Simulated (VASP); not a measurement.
Method: PBEsol GGA, VASP's PBE PAW potentials (set 64) (plane waves; VASP).

A VASP calculation is set up with these files.

### INCAR
```
ALGO = Normal
EDIFF = 1E-7
ENCUT = 520
GGA = PS
ICHARG = 11
ISMEAR = 0
LASPH = .True.
LCHARG = .False.
LORBIT = 11
LREAL = .False.
LWAVE = .False.
NELM = 100
PREC = Accurate
SIGMA = 0.05
SYSTEM = MgS
```

### KPOINTS
```
k-points along high-symmetry lines
15
Line-mode
Reciprocal
  0.000000   0.000000   0.000000 ! GAMMA
  0.500000   0.000000   0.500000 ! X

  0.500000   0.000000   0.500000 ! X
  0.625000   0.250000   0.625000 ! U

  0.375000   0.375000   0.750000 ! K
  0.000000   0.000000   0.000000 ! GAMMA

  0.000000   0.000000   0.000000 ! GAMMA
  0.500000   0.500000   0.500000 ! L

  0.500000   0.500000   0.500000 ! L
  0.500000   0.250000   0.750000 ! W

  0.500000   0.250000   0.750000 ! W
  0.500000   0.000000   0.500000 ! X
```

File POSCAR:
```
MgS
3.6612190
  0.0000000000   0.7071067289   0.7071067289
  0.7071067289   0.0000000000   0.7071067289
  0.7071067289   0.7071067289   0.0000000000
Mg S
1 1
Direct
  0.0000000000   0.0000000000   0.0000000000
  0.5000000000   0.5000000000   0.5000000000
```

POTCAR, in this order: Mg S (PBE.64 set). Program: vasp_std. Read from the step before: CHGCAR.

Output of the run:

File OUTCAR:
```
 ion  position               nearest neighbor table
   1  0.000  0.000  0.000-   2 2.59   2 2.59   2 2.59   2 2.59   2 2.59   2 2.59
   2  0.500  0.500  0.500-   1 2.59   1 2.59   1 2.59   1 2.59   1 2.59   1 2.59
  LATTYP: Found a face centered cubic cell.
 ALAT       =     5.1777451818
 Subroutine PRICEL returns:
 Original cell was already a primitive cell.
 Subroutine GETGRP returns: Found 48 space group operations
The static configuration has the point symmetry O_h .
The dynamic configuration has the point symmetry O_h .
 Subroutine INISYM returns: Found 48 space group operations
   k-points           NKPTS =     90   k-points in BZ     NKDIM =     90   number of bands    NBANDS=      8
   number of dos      NEDOS =    301   number of ions     NIONS =      2
   total plane-waves  NPLWV =  21952
   dimension x,y,z NGX =    28 NGY =   28 NGZ =   28
   dimension x,y,z NGXF=    56 NGYF=   56 NGZF=   56
   ions per type =               1   1
   PREC   = accura    normal or accurate (medium, high low for compatibility)
   ISTART =      0    job   : 0-new  1-cont  2-samecut
   ICHARG =     11    charge: 1-file 2-atom 10-const
   ISPIN  =      1    spin polarized calculation?
   LNONCOLLINEAR =      F non collinear calculations
   LSORBIT =      F    spin-orbit coupling
   INIWAV =      1    electr: 0-lowe 1-rand  2-diag
   ENCUT  =  520.0 eV  38.22 Ry    6.18 a.u.   6.81  6.81  6.81*2*pi/ulx,y,z
   NELM   =    100;   NELMIN=  2; NELMDL= -5     # of ELM steps
   EDIFF  = 0.1E-06   stopping-criterion for ELM
   LREAL  =      F    real-space projection
   NLSPLINE    = F    spline interpolate recip. space projectors
   LMAXMIX     =    2 max onsite mixed and CHGCAR
   VOSKOWN=      0    Vosko Wilk Nusair interpolation
   EDIFFG = 0.1E-05   stopping-criterion for IOM
   NSW    =      0    number of steps for IOM
   NBLOCK =      1;   KBLOCK =      1    inner block; outer block
   IBRION =     -1    ionic relax: 0-MD 1-quasi-New 2-CG
   NFREE  =      0    steps in history (QN), initial steepest desc. (CG)
   ISIF   =      2    stress and relaxation
   ISYM   =      2    0-nonsym 1-usesym 2-fastsym
   TEIN   =    0.0    initial temperature
   TEBEG  =    0.0;   TEEND  =   0.0 temperature during run
   SMASS  =  -3.00    Nose mass-parameter (am)
   PSTRESS=    0.0 pullay stress
   NELECT =       8.0000    total number of electrons
   EFERMI =   0.00;   METHOD = LEGACY
   ISMEAR =     0;   SIGMA  =   0.05  broadening in eV -4-tet -1-fermi 0-gaus
   IALGO  =     38    algorithm
   LDIAG  =      T    sub-space diagonalisation (order eigenvalues)
   IMIX   =      4    mixing-type and parameters
     AMIX     =   0.40;   BMIX     =  1.00
     AMIX_MAG =   1.60;   BMIX_MAG =  1.00
     AMIN     =   0.10
   GGA     = PS    functional components
   VOSKOWN =     0    Vosko Wilk Nusair interpolation
   LHFCALC =     F    Hartree Fock is set to
   LHFONE  =     F    Hartree Fock one center treatment
   AEXX    =    0.0000 exact exchange contribution
   IVDW    =     0    specifies the selected vdW correction
   LEPSILON=     F    determine dielectric tensor
   LRPA    =     F    only Hartree local field effects (RPA)
  energy-cutoff  :      520.00
  volume of cell :       34.70
      direct lattice vectors                 reciprocal lattice vectors
     0.000000000  2.588872591  2.588872591    -0.193134263  0.193134263  0.193134263
     2.588872591  0.000000000  2.588872591     0.193134263 -0.193134263  0.193134263
     2.588872591  2.588872591  0.000000000     0.193134263  0.193134263 -0.193134263
 k-point     1 :   0.0000 0.0000 0.0000  plane waves:     941
 k-point     2 :   0.0357 0.0000 0.0357  plane waves:     941
 k-point     3 :   0.0714 0.0000 0.0714  plane waves:     933
 k-point     4 :   0.1071 0.0000 0.1071  plane waves:     937
 k-point     5 :   0.1429 0.0000 0.1429  plane waves:     929
 k-point     6 :   0.1786 0.0000 0.1786  plane waves:     929
 k-point     7 :   0.2143 0.0000 0.2143  plane waves:     926
 k-point     8 :   0.2500 0.0000 0.2500  plane waves:     950
 k-point     9 :   0.2857 0.0000 0.2857  plane waves:     934
 k-point    10 :   0.3214 0.0000 0.3214  plane waves:     930
...
```

**OSZICAR**
```
       N       E                     dE             d eps       ncg     rms          rms(c)
DAV:   1     0.213774394811E+02    0.21377E+02   -0.37077E+03  1464   0.806E+02
DAV:   2    -0.708295060536E+01   -0.28460E+02   -0.26991E+02  2000   0.101E+02
DAV:   3    -0.802849327287E+01   -0.94554E+00   -0.94554E+00  1880   0.241E+01
DAV:   4    -0.803376367127E+01   -0.52704E-02   -0.52704E-02  2328   0.170E+00
DAV:   5    -0.803377347056E+01   -0.97993E-05   -0.97993E-05  2040   0.538E-02
DAV:   6    -0.803377354550E+01   -0.74942E-07   -0.74941E-07  2272   0.347E-03
   1 F= -.80337735E+01 E0= -.80337735E+01  d E =-.235931E-14
```

File OUTCAR:
```
 val. band max:        3.8079474000   @ k =   0.0000   0.0000   0.0000

 cond. band min:       6.5429708574   @ k =   0.5000   0.0000   0.5000



 k-point     1 :       0.0000    0.0000    0.0000
  band No.  band energies     occupation
      1      -8.9608      2.00000
      2       3.8079      2.00000
      3       3.8079      2.00000
      4       3.8079      2.00000
      5       7.5176      0.00000
      6      11.6528      0.00000
      7      11.6528      0.00000
      8      11.6528      0.00000

 k-point     2 :       0.0357    0.0000    0.0357
  band No.  band energies     occupation
      1      -8.9435      2.00000
      2       3.6956      2.00000
      3       3.7769      2.00000
      4       3.7769      2.00000
      5       7.6449      0.00000
      6      11.5437      0.00000
      7      11.7138      0.00000
      8      11.7138      0.00000

 k-point     3 :       0.0714    0.0000    0.0714
  band No.  band energies     occupation
      1      -8.8918      2.00000
      2       3.3994      2.00000
      3       3.6878      2.00000
      4       3.6878      2.00000
      5       7.9823      0.00000
      6      11.2571      0.00000
      7      11.8919      0.00000
      8      11.8919      0.00000

 k-point     4 :       0.1071    0.0000    0.1071
  band No.  band energies     occupation
      1      -8.8072      2.00000
      2       2.9954      2.00000
      3       3.5508      2.00000
      4       3.5508      2.00000
      5       8.4381      0.00000
      6      10.8712      0.00000
      7      12.1739      0.00000
      8      12.1740      0.00000

 k-point     5 :       0.1429    0.0000    0.1429
  band No.  band energies     occupation
      1      -8.6917      2.00000
      2       2.5432      2.00000
      3       3.3800      2.00000
      4       3.3800      2.00000
      5       8.9086      0.00000
      6      10.4484      0.00000
      7      11.9963      0.00000
      8      12.5417      0.00000
...
```

The density is held fixed in this step, so its total energy and stress have no physical meaning.

The compound is MgS in the rock salt structure. It was relaxed first.
